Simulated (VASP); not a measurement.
```yaml
crystal:
  lattice:
    - [1.33000, -2.30363, 0.00000]
    - [1.33000, 2.30363, 0.00000]
    - [0.00000, 0.00000, 4.95000]
  atoms:
    - { symbol: Zn, position: [0.33333, 0.66667, 0.25000] }
    - { symbol: Zn, position: [0.66667, 0.33333, 0.75000] }
```

The numbers are results of PBE GGA, VASP's PBE PAW potentials (set 64) (plane waves; VASP), not measurements. Settings: EDIFF = 1E-2, 400 eV cut-off, 14×14×7 Γ-centred mesh, first-order Methfessel-Paxton smearing of 0.10 eV, potentials Zn.

Q: Give the stress tensor in GPa (positive for a compressed cell).

A: 
```
13.28   0.00   0.00
 0.00  13.28   0.00
 0.00   0.00  13.12
```
The pressure is its mean diagonal, 13.23 GPa.

The compound is Zn in the hcp structure. The cell was not relaxed at this level. The run is one of a series of settings (EDIFF = 1E-2 against the base run), some of them coarse on purpose.
